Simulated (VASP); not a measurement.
**CeO2 (Cerianite): zone-centre modes, functional by functional**

Aim: the vibrations of CeO2 (Cerianite) at the zone centre, at several levels of theory. The starting structure is a measured crystal structure from the Crystallography Open Database.

Program: VASP 6.6.1. Level of theory: Kohn-Sham DFT with plane waves and PAW; LDA+U (Ce f 6 eV), PBEsol+U (Ce f 6 eV), PBE+U (Ce f 6 eV), PBEsol + D3(BJ)+U (Ce f 6 eV), r2SCAN+U (Ce f 6 eV) and r2SCAN + rVV10+U (Ce f 6 eV). Results are calculated unless marked as measured.

## Step 1: Set-up

Symmetry: Fm-3m, No. 225, cubic system. Conventional cell: a = 5.411 Å, b = 5.411 Å, c = 5.411 Å, α = 90.00°, β = 90.00°, γ = 90.00°. Nearest to Ce lie 8 O at 2.34 Å. O has 4 Ce at 2.34 Å nearest. Farther neighbours and most contacts between anions are not listed.

As a file:

```
Ce O
1.0
     0.00000    2.70550    2.70550
     2.70550    0.00000    2.70550
     2.70550    2.70550    0.00000
Ce O
1 2
Direct
  0.00000 0.00000 0.00000
  0.75000 0.75000 0.75000
  0.25000 0.25000 0.25000
```

## Step 2: Modes with LDA+U (Ce f 6 eV)

LDA, the lowest rung, knows the local density alone. The U is chosen by hand, not computed for this crystal, and pushes the named shell towards whole occupations. The cell comes from a relaxation at this level, not shown (39.71 Å³).

Input file INCAR:

```
SYSTEM = CeO2
PREC = Accurate
ENCUT = 520
EDIFF = 1E-08
NELM = 100
ISMEAR = 0
SIGMA = 0.03
LREAL = .FALSE.
ALGO = Normal
GGA = CA
NBANDS = 19
ISPIN = 2
MAGMOM = 1 0 0
LDAU = .TRUE.
LDAUTYPE = 2
LDAUL = 3 -1
LDAUU = 6 0
LDAUJ = 0 0
LDAUPRINT = 1
LASPH = .TRUE.
LMAXMIX = 6
LORBIT = 11
LWAVE = .FALSE.
LCHARG = .FALSE.
KPAR = 2
IBRION = 6
NFREE = 2
POTIM = 0.015
NSW = 1
ISIF = 2
```

Input file POSCAR:

```
CeO2
1.0
    0.0000000000      2.7077996972      2.7077996972
    2.7077996972      0.0000000000      2.7077996972
    2.7077996972      2.7077996972      0.0000000000
Ce O
1 2
Direct
    0.0000000000      0.0000000000      0.0000000000
    0.7500000000      0.7500000000      0.7500000000
    0.2500000000      0.2500000000      0.2500000000
```

Input file KPOINTS:

```
Automatic mesh
0
Gamma
8 8 8
0 0 0
```

The projector-augmented-wave data sets are Ce and O (LDA family, release 64).

The run is started by

```bash
> mpirun -np 2 vasp_std
```

Log:

```text
[banner, memory and clock lines left out]
running    2 mpi-ranks, on    1 nodes
 distrk:  each k-point on    1 cores,    2 groups
 distr:  one band on    1 cores,    1 groups

 POSCAR found type information on POSCAR CeO
 POSCAR found :  2 types and       3 ions
 LDA part: xc-table for (Slater(with rela. corr.)+CA(PZ))
 , standard interpolation
 POSCAR, INCAR and KPOINTS ok, starting setup
 FFT: planning ... GRIDC
 FFT: planning ... GRID_SOFT
 FFT: planning ... GRID
 WAVECAR not read
 entering main loop
       N       E                     dE             d eps       ncg     rms          rms(c)
DAV:   1     0.243129093847E+03    0.24313E+03   -0.11005E+04  2252   0.150E+03
DAV:   2     0.314245564821E+01   -0.23999E+03   -0.20853E+03  2894   0.293E+02
DAV:   3    -0.320936213706E+02   -0.35236E+02   -0.33274E+02  2421   0.140E+02
DAV:   4    -0.332150627918E+02   -0.11214E+01   -0.11202E+01  3511   0.233E+01
DAV:   5    -0.332642277209E+02   -0.49165E-01   -0.49157E-01  3461   0.406E+00    0.878E+02
DAV:   6    -0.268620562482E+02    0.64022E+01   -0.49940E+01  3409   0.454E+01    0.314E+02
DAV:   7    -0.291221175662E+02   -0.22601E+01   -0.25402E+01  3370   0.617E+01    0.418E+02
DAV:   8    -0.267419220532E+02    0.23802E+01   -0.52238E+00  3311   0.190E+01    0.299E+01
DAV:   9    -0.264858872718E+02    0.25603E+00   -0.22003E+00  3253   0.112E+01    0.497E+01
DAV:  10    -0.265010696191E+02   -0.15182E-01   -0.16644E-01  2979   0.269E+00    0.175E+01
DAV:  11    -0.265047717868E+02   -0.37022E-02   -0.18819E-02  3372   0.113E+00    0.647E+01
DAV:  12    -0.265017103364E+02    0.30615E-02   -0.44275E-02  2954   0.234E+00    0.555E+00
DAV:  13    -0.264992754973E+02    0.24348E-02   -0.75522E-03  2684   0.998E-01    0.155E+01
DAV:  14    -0.264993474845E+02   -0.71987E-04   -0.43827E-04  3370   0.154E-01    0.980E+00
DAV:  15    -0.264992986253E+02    0.48859E-04   -0.75161E-05  3059   0.909E-02    0.101E+01
DAV:  16    -0.264990540812E+02    0.24454E-03   -0.68391E-04  2874   0.186E-01    0.533E+00
DAV:  17    -0.264990414140E+02    0.12667E-04   -0.12965E-04  3323   0.803E-02    0.332E+00
DAV:  18    -0.264990323587E+02    0.90553E-05   -0.22746E-05  2460   0.590E-02    0.609E-01
DAV:  19    -0.264990344377E+02   -0.20790E-05   -0.76516E-06  3336   0.230E-02    0.697E-01
DAV:  20    -0.264990332763E+02    0.11614E-05   -0.77854E-06  3026   0.316E-02    0.814E-02
DAV:  21    -0.264990332949E+02   -0.18600E-07   -0.33184E-07  2391   0.474E-03    0.429E-02
DAV:  22    -0.264990332907E+02    0.42101E-08   -0.24282E-07  3231   0.418E-03    0.525E-03
DAV:  23    -0.264990332848E+02    0.58931E-08   -0.20311E-08  1616   0.142E-03
   1 F= -.26499033E+02 E0= -.26499033E+02  d E =-.104290E-10  mag=    -0.0000
[...]
2 F= -.26497995E+02 E0= -.26497995E+02  d E =-.869475E-11  mag=    -0.0000
[...]
3 F= -.26497995E+02 E0= -.26497995E+02  d E =-.870208E-11  mag=     0.0000
[...]
4 F= -.26498073E+02 E0= -.26498073E+02  d E =-.356548E-31  mag=     0.0000
 Finite differences progress:
  Degree of freedom:   2/  2
  Displacement:        1/  2
  Total:               3/  4
 bond charge predicted
       N       E                     dE             d eps       ncg     rms          rms(c)
DAV:   1    -0.264961682621E+02    0.19049E-02   -0.33245E+00  7268   0.117E+01    0.961E+00
DAV:   2    -0.264985424161E+02   -0.23742E-02   -0.34979E-02  8396   0.143E+00    0.933E+00
DAV:   3    -0.264982232688E+02    0.31915E-03   -0.18040E-03 11348   0.275E-01    0.582E+00
DAV:   4    -0.264981197422E+02    0.10353E-03   -0.11417E-03  9494   0.295E-01    0.242E+00
DAV:   5    -0.264980795338E+02    0.40208E-04   -0.21317E-04  9266   0.152E-01    0.365E-01
DAV:   6    -0.264980751958E+02    0.43381E-05   -0.38707E-05 11004   0.488E-02    0.757E-02
DAV:   7    -0.264980746327E+02    0.56309E-06   -0.25373E-05 10184   0.451E-02    0.414E-01
DAV:   8    -0.264980731271E+02    0.15056E-05   -0.91762E-06 10212   0.295E-02    0.238E-02
DAV:   9    -0.264980731320E+02   -0.49195E-08   -0.55535E-07  8254   0.588E-03    0.365E-02
DAV:  10    -0.264980731187E+02    0.13276E-07   -0.85853E-08 10422   0.210E-03    0.241E-02
DAV:  11    -0.264980731173E+02    0.14370E-08   -0.36122E-08  6022   0.150E-03
   5 F= -.26498073E+02 E0= -.26498073E+02  d E =-.363673E-31  mag=    -0.0000
 Finite differences progress:
  Degree of freedom:   2/  2
  Displacement:        2/  2
  Total:               4/  4
```

Run time: 5.1 min. Hardware: 2 MPI ranks of Intel Xeon Platinum 8488C (Sapphire Rapids), shared host; peak memory 0.61 GiB; 9.4 min of CPU time.

Lines that name or quote the potential files are left out of all logs, and their timing lines are given in words.

From OUTCAR (step 2):

```text
ion  position               nearest neighbor table
   1  0.000  0.000  0.000-   2 2.35   2 2.35   2 2.35   3 2.35   3 2.35   3 2.35   3 2.35   2 2.35

  LATTYP: Found a face centered cubic cell.
 ALAT       =     5.4155993944

 Subroutine GETGRP returns: Found 48 space group operations
 (whereof 48 operations were pure point group operations)

The static configuration has the point symmetry O_h .

 Found     29 irreducible k-points:

   k-points           NKPTS =     29   k-points in BZ     NKDIM =     29   number of bands    NBANDS=     19

   dimension x,y,z NGX =    28 NGY =   28 NGZ =   28
   dimension x,y,z NGXF=    56 NGYF=   56 NGZF=   56

   ENCUT  =  520.0 eV  38.22 Ry    6.18 a.u.   7.12  7.12  7.12*2*pi/ulx,y,z

   NELECT =      24.0000    total number of electrons

 k-points in reciprocal lattice and weights: Automatic mesh
   0.00000000  0.00000000  0.00000000       0.002
   0.12500000  0.00000000  0.00000000       0.016
   0.25000000  0.00000000  0.00000000       0.016
   0.37500000  0.00000000  0.00000000       0.016
   0.50000000  0.00000000  0.00000000       0.008
   0.12500000  0.12500000  0.00000000       0.012
   0.25000000  0.12500000  0.00000000       0.047
   0.37500000  0.12500000  0.00000000       0.047
   0.50000000  0.12500000  0.00000000       0.047
[...]
-0.37500000  0.50000000  0.12500000       0.023
  -0.25000000  0.50000000  0.25000000       0.012

atom =   1  type =  1  l = 3

 onsite density matrix

spin component  1

  0.0381  0.0000  0.0093  0.0004  0.0000 -0.0002  0.0000
  0.0000  0.1400 -0.0000  0.0000 -0.0011  0.0000  0.0014
  0.0093 -0.0000  0.0333  0.0002  0.0000  0.0001 -0.0000
  0.0004  0.0000  0.0002  0.0454  0.0000  0.0000 -0.0000
  0.0000 -0.0011  0.0000  0.0000  0.0333  0.0000 -0.0093
 -0.0002  0.0000  0.0001  0.0000  0.0000  0.0261 -0.0000
  0.0000  0.0014 -0.0000 -0.0000 -0.0093 -0.0000  0.0381

spin component  2

  0.0381 -0.0000  0.0093  0.0004 -0.0000 -0.0002  0.0000
 -0.0000  0.1400  0.0000 -0.0000 -0.0011  0.0000  0.0014
  0.0093  0.0000  0.0333  0.0002 -0.0000  0.0001  0.0000
  0.0004 -0.0000  0.0002  0.0454 -0.0000  0.0000  0.0000
 -0.0000 -0.0011 -0.0000 -0.0000  0.0333 -0.0000 -0.0093
 -0.0002  0.0000  0.0001  0.0000 -0.0000  0.0261  0.0000
  0.0000  0.0014  0.0000  0.0000 -0.0093  0.0000  0.0381

 occupancies and eigenvectors

  o =  0.0259  v =  0.0000  0.0000  0.0000  0.0000  0.0000  0.0000  0.0000  0.4353 -0.0000 -0.5572 -0.0029  0.0000  0.7071  0.0000      0.0000  0.0000  0.0000  0.0000  0.0000  0.0000  0.0000  0.0000  0.0000  0.0000  0.0000  0.0000  0.0000  0.0000
  o =  0.0259  v = -0.4353  0.0000  0.5572  0.0029  0.0000 -0.7071  0.0000  0.0000  0.0000  0.0000  0.0000  0.0000  0.0000  0.0000      0.0000  0.0000  0.0000  0.0000  0.0000  0.0000  0.0000  0.0000  0.0000  0.0000  0.0000  0.0000  0.0000  0.0000
  o =  0.0261  v =  0.0000 -0.0000 -0.0000 -0.0000  0.7906  0.0000  0.6124  0.0000  0.0000  0.0000  0.0000  0.0000  0.0000  0.0000      0.0000  0.0000  0.0000  0.0000  0.0000  0.0000  0.0000  0.0000  0.0000  0.0000  0.0000  0.0000  0.0000  0.0000
  o =  0.0261  v =  0.0000  0.0000  0.0000  0.0000  0.0000  0.0000  0.0000 -0.0000 -0.0000  0.0000  0.0000  0.7906 -0.0000  0.6124      0.0000  0.0000  0.0000  0.0000  0.0000  0.0000  0.0000  0.0000  0.0000  0.0000  0.0000  0.0000  0.0000  0.0000
  o =  0.0263  v =  0.0000  0.0000  0.0000  0.0000  0.0000  0.0000  0.0000  0.4314  0.0000 -0.5603 -0.0020  0.0000 -0.7071  0.0000      0.0000  0.0000  0.0000  0.0000  0.0000  0.0000  0.0000  0.0000  0.0000  0.0000  0.0000  0.0000  0.0000  0.0000
  o =  0.0263  v =  0.4314  0.0000 -0.5603 -0.0020 -0.0000 -0.7071 -0.0000  0.0000  0.0000  0.0000  0.0000  0.0000  0.0000  0.0000      0.0000  0.0000  0.0000  0.0000  0.0000  0.0000  0.0000  0.0000  0.0000  0.0000  0.0000  0.0000  0.0000  0.0000
  o =  0.0449  v =  0.5572  0.0000  0.4353 -0.7071  0.0000 -0.0029 -0.0000  0.0000  0.0000  0.0000  0.0000  0.0000  0.0000  0.0000      0.0000  0.0000  0.0000  0.0000  0.0000  0.0000  0.0000  0.0000  0.0000  0.0000  0.0000  0.0000  0.0000  0.0000
  o =  0.0449  v =  0.0000  0.0000  0.0000  0.0000  0.0000  0.0000  0.0000  0.5572  0.0000  0.4353 -0.7071  0.0000 -0.0029 -0.0000      0.0000  0.0000  0.0000  0.0000  0.0000  0.0000  0.0000  0.0000  0.0000  0.0000  0.0000  0.0000  0.0000  0.0000
  o =  0.0453  v =  0.0000  0.0000  0.0000  0.0000  0.0000  0.0000  0.0000  0.0000 -0.0185  0.0000 -0.0000 -0.6123 -0.0000  0.7904      0.0000  0.0000  0.0000  0.0000  0.0000  0.0000  0.0000  0.0000  0.0000  0.0000  0.0000  0.0000  0.0000  0.0000
  o =  0.0453  v = -0.0000  0.0185 -0.0000  0.0000  0.6123  0.0000 -0.7904  0.0000  0.0000  0.0000  0.0000  0.0000  0.0000  0.0000      0.0000  0.0000  0.0000  0.0000  0.0000  0.0000  0.0000  0.0000  0.0000  0.0000  0.0000  0.0000  0.0000  0.0000
  o =  0.0458  v =  0.0000  0.0000  0.0000  0.0000  0.0000  0.0000  0.0000 -0.5603 -0.0000 -0.4314 -0.7071  0.0000  0.0020 -0.0000      0.0000  0.0000  0.0000  0.0000  0.0000  0.0000  0.0000  0.0000  0.0000  0.0000  0.0000  0.0000  0.0000  0.0000
  o =  0.0458  v = -0.5603  0.0000 -0.4314 -0.7071 -0.0000  0.0020  0.0000  0.0000  0.0000  0.0000  0.0000  0.0000  0.0000  0.0000      0.0000  0.0000  0.0000  0.0000  0.0000  0.0000  0.0000  0.0000  0.0000  0.0000  0.0000  0.0000  0.0000  0.0000
  o =  0.1400  v =  0.0000  0.0000  0.0000  0.0000  0.0000  0.0000  0.0000 -0.0000  0.9998 -0.0000 -0.0000 -0.0114 -0.0000  0.0147      0.0000  0.0000  0.0000  0.0000  0.0000  0.0000  0.0000  0.0000  0.0000  0.0000  0.0000  0.0000  0.0000  0.0000
  o =  0.1400  v =  0.0000  0.9998  0.0000  0.0000 -0.0114  0.0000  0.0147  0.0000  0.0000  0.0000  0.0000  0.0000  0.0000  0.0000      0.0000  0.0000  0.0000  0.0000  0.0000  0.0000  0.0000  0.0000  0.0000  0.0000  0.0000  0.0000  0.0000  0.0000

 average (electrostatic) potential at core
       1 -77.6803       2 -68.8010       3 -68.8007

 E-fermi :   5.5759

 spin component 1
 k-point     1 :       0.0000    0.0000    0.0000
  band No.  band energies     occupation
    ...
      8       1.2034      1.00000
      9       1.2187      1.00000
     10       4.8382      1.00000
     11       4.8546      1.00000
     12       4.8705      1.00000
     13       7.9144      0.00000
     14       8.3146      0.00000
     15       8.3174      0.00000
     16       8.3201      0.00000
     17       8.7118      0.00000
    ...

 k-point     2 :       0.1250    0.0000    0.0000
  band No.  band energies     occupation
    ...
      8       1.3562      1.00000
      9       1.6312      1.00000
     10       4.6547      1.00000
     11       4.7529      1.00000
     12       4.7723      1.00000
     13       7.9301      0.00000
[...]
...
      8       1.6932      1.00000
      9       2.6110      1.00000
     10       4.3086      1.00000
     11       4.5896      1.00000
     12       4.6024      1.00000
     13       7.9671      0.00000
     14       8.2136      0.00000
     15       8.2155      0.00000
     16       8.3238      0.00000
     17       8.3569      0.00000
    ...

 k-point     4 :       0.3750    0.0000    0.0000
  band No.  band energies     occupation
    ...
      8       1.9875      1.00000
      9       3.5352      1.00000
     10       4.0959      1.00000
     11       4.5600      1.00000
     12       4.5600      1.00000
     13       7.8694      0.00000
     14       8.1497      0.00000
     15       8.1500      0.00000
     16       8.2677      0.00000
     17       8.3271      0.00000
    ...

 k-point     5 :       0.5000    0.0000    0.0000
  band No.  band energies     occupation
    ...
      8       2.0851      1.00000
      9       3.9536      1.00000
     10       3.9772      1.00000
     11       4.5927      1.00000
     12       4.5992      1.00000
     13       7.7472      0.00000
     14       8.1291      0.00000
     15       8.1302      0.00000
     16       8.3233      0.00000
     17       8.3285      0.00000
    ...

 k-point     6 :       0.1250    0.1250    0.0000
  band No.  band energies     occupation
    ...
      8       1.4650      1.00000
      9       1.6739      1.00000
     10       4.1295      1.00000
     11       4.9603      1.00000
     12       4.9605      1.00000
     13       7.9376      0.00000
     14       8.2574      0.00000
     15       8.3217      0.00000
     16       8.3218      0.00000
     17       8.4978      0.00000
    ...

  Total        0.0044243      0.0022908      0.0022908      0.0000000     -0.0582532      0.0000000
  in kB        0.1785160      0.0924319      0.0924319      0.0000000     -2.3504474      0.0000000
  external PRESSURE =       0.1211266 kB  Pullay stress =       0.0000000 kB

  energy-cutoff  :      520.00
  volume of cell :       39.71
      direct lattice vectors                 reciprocal lattice vectors
     0.000000000  2.707799697  2.707799697    -0.184651767  0.184651767  0.184651767
     2.707799697  0.000000000  2.707799697     0.184651767 -0.184651767  0.184651767
     2.707799697  2.707799697  0.000000000     0.184651767  0.184651767 -0.184651767

 POSITION                                       TOTAL-FORCE (eV/Angst)
 -----------------------------------------------------------------------------------
      0.00000      0.00000      0.00000        -0.069002      0.000000      0.000000
      4.04670      4.06170      4.06170         0.128219      0.000000      0.000000
      1.35390      1.35390      1.35390        -0.059217      0.000000      0.000000
 -----------------------------------------------------------------------------------
    total drift:                               -0.000342      0.000001      0.000001

  FREE ENERGIE OF THE ION-ELECTRON SYSTEM (eV)
  ---------------------------------------------------
  free  energy   TOTEN  =       -26.4980731173 eV

  energy  without entropy=      -26.4980731173  energy(sigma->0) =      -26.49807312

 Eigenvectors and eigenvalues of the dynamical matrix
 ----------------------------------------------------

   1 f  =   13.818708 THz    86.825502 2PiTHz  460.942479 cm-1    57.149558 meV
             X         Y         Z           dx          dy          dz
      0.000000  0.000000  0.000000     0.000000    0.000000   -0.000000
      4.061700  4.061700  4.061700    -0.316680   -0.632229    0.000581
      1.353900  1.353900  1.353900     0.316680    0.632229   -0.000581

   2 f  =   13.818708 THz    86.825502 2PiTHz  460.942479 cm-1    57.149558 meV
             X         Y         Z           dx          dy          dz
      0.000000  0.000000  0.000000     0.000000   -0.000000    0.000000
      4.061700  4.061700  4.061700     0.628243   -0.314610    0.079565
      1.353900  1.353900  1.353900    -0.628243    0.314610   -0.079565

   3 f  =   13.818708 THz    86.825502 2PiTHz  460.942479 cm-1    57.149558 meV
             X         Y         Z           dx          dy          dz
      0.000000  0.000000  0.000000    -0.000000    0.000000    0.000000
      4.061700  4.061700  4.061700    -0.070882    0.036150    0.702616
      1.353900  1.353900  1.353900     0.070882   -0.036150   -0.702616

   4 f  =    9.293293 THz    58.391483 2PiTHz  309.990893 cm-1    38.433955 meV
             X         Y         Z           dx          dy          dz
      0.000000  0.000000  0.000000    -0.061818    0.004977   -0.427010
      4.061700  4.061700  4.061700     0.091389   -0.007358    0.631270
      1.353900  1.353900  1.353900     0.091389   -0.007358    0.631270

   5 f  =    9.293293 THz    58.391483 2PiTHz  309.990893 cm-1    38.433955 meV
             X         Y         Z           dx          dy          dz
      0.000000  0.000000  0.000000     0.423144    0.058854   -0.060573
      4.061700  4.061700  4.061700    -0.625555   -0.087007    0.089547
      1.353900  1.353900  1.353900    -0.625555   -0.087007    0.089547

   6 f  =    9.293293 THz    58.391483 2PiTHz  309.990893 cm-1    38.433955 meV
             X         Y         Z           dx          dy          dz
      0.000000  0.000000  0.000000     0.057544   -0.427429   -0.013313
      4.061700  4.061700  4.061700    -0.085071    0.631889    0.019681
      1.353900  1.353900  1.353900    -0.085071    0.631889    0.019681

   7 f/i=    0.003127 THz     0.019649 2PiTHz    0.104316 cm-1     0.012934 meV
             X         Y         Z           dx          dy          dz
      0.000000  0.000000  0.000000     0.037398    0.901329   -0.004812
      4.061700  4.061700  4.061700     0.012648    0.304843   -0.001627
      1.353900  1.353900  1.353900     0.012648    0.304843   -0.001627

   8 f/i=    0.003127 THz     0.019649 2PiTHz    0.104316 cm-1     0.012934 meV
             X         Y         Z           dx          dy          dz
      0.000000  0.000000  0.000000    -0.197479    0.012892    0.880143
      4.061700  4.061700  4.061700    -0.066790    0.004360    0.297678
      1.353900  1.353900  1.353900    -0.066790    0.004360    0.297678

   9 f/i=    0.003127 THz     0.019649 2PiTHz    0.104316 cm-1     0.012934 meV
             X         Y         Z           dx          dy          dz
      0.000000  0.000000  0.000000     0.879443   -0.035433    0.197840
      4.061700  4.061700  4.061700     0.297441   -0.011984    0.066913
      1.353900  1.353900  1.353900     0.297441   -0.011984    0.066913

 ELASTIC MODULI CONTR FROM IONIC RELAXATION (kBar)
 Direction    XX          YY          ZZ          XY          YZ          ZX
 --------------------------------------------------------------------------------
 XX           0.0000      0.0000      0.0000      0.0000      0.0000      0.0000
 YY           0.0000      0.0000      0.0000      0.0000      0.0000      0.0000
 ZZ           0.0000      0.0000      0.0000      0.0000      0.0000      0.0000
 XY           0.0000      0.0000      0.0000    -97.4759     -0.0000      0.0000
 YZ           0.0000      0.0000      0.0000     -0.0000    -97.4759     -0.0000
 ZX           0.0000      0.0000      0.0000      0.0000     -0.0000    -97.4759
 --------------------------------------------------------------------------------

 total charge
# of ion       s       p       d       f       tot
--------------------------------------------------
    1        2.016   5.819   0.993   0.696   9.524
    2        1.562   3.449   0.000   0.000   5.011
    3        1.562   3.449   0.000   0.000   5.011
--------------------------------------------------
tot          5.140  12.717   0.993   0.696  19.546

 magnetization (x)
# of ion       s       p       d       f       tot
--------------------------------------------------
    1        0.000   0.000   0.000   0.000   0.000
    2       -0.000  -0.000   0.000   0.000  -0.000
    3       -0.000  -0.000   0.000   0.000  -0.000
--------------------------------------------------
tot          0.000  -0.000   0.000   0.000   0.000

[... 1 further part left out ...]
```

The last energy, forces, stress and levels in OUTCAR belong to the last displaced cell, not to the cell of POSCAR.

LDA+U (Ce f 6 eV): the zone-centre modes are T2g 460.9, T1u 310.0 cm⁻¹.

[end of part 1 of 3]

[Lines on the potential files, build, host, timing and source positions are cut from VASP's logs without a mark.]

[Logs are printed without paths, hosts, clocks, repeated set-up lines and the standing remarks that a program may print on its own settings, such as how far it seeks lower states.]

[Hosts, paths, dates, database ids (printed as entryN), source tags and the programs' standing remarks are cut or masked in the printed files.]
